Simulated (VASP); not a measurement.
Method: TPSS meta-GGA, VASP's PBE PAW potentials (set 64) (plane waves; VASP).

VASP ran on this input.

File POSCAR:
```
SrTiO3
1
    3.9276457940     0.0000000000    -0.0000000000
   -0.0000000000     3.9276457940     0.0000000000
    0.0000000000     0.0000000000     3.9276457940
Sr Ti O
1 1 3
Direct
  0.0000000000   0.0000000000   0.0000000000
  0.5000000000   0.5000000000   0.5000000000
  0.5000000000   0.0000000000   0.5000000000
  0.0000000000   0.5000000000   0.5000000000
  0.5000000000   0.5000000000   0.0000000000
```

**KPOINTS**
```
Automatic mesh
0
Gamma
5 5 5
0 0 0
```

INCAR:
```
ALGO  =  Normal
EDIFF  =  1E-6
EDIFFG  =  -0.02
ENCUT  =  520
IBRION  =  2
ISIF  =  3
ISMEAR  =  0
LASPH  =  .TRUE.
LCHARG  =  .FALSE.
LMAXMIX  =  4
LMIXTAU  =  .TRUE.
LREAL  =  .FALSE.
LWAVE  =  .FALSE.
METAGGA  =  TPSS
NELM  =  100
NSW  =  60
PREC  =  Accurate
SIGMA  =  0.05
SYSTEM  =  SrTiO3
```

POTCAR, in this order: Sr_sv Ti_sv O (PBE.64 set). Program: vasp_std.

Task: What will the output report for the number of irreducible k-points (NKPTS), largest plane-wave count, number of space-group operations, FFT grid (NGX, NGY, NGZ)?

Result: 
```json
{
 "number of irreducible k-points (NKPTS)": "10",
 "largest_plane_wave_count": "1647",
 "number_of_space_group_operations": "48",
 "FFT grid (NGX, NGY, NGZ)": "30 × 30 × 30"
}
```

The compound is SrTiO3 in the cubic perovskite structure, the ideal cubic form; the compound distorts at low or room temperature. It was relaxed first. The start is the result of an earlier pass.
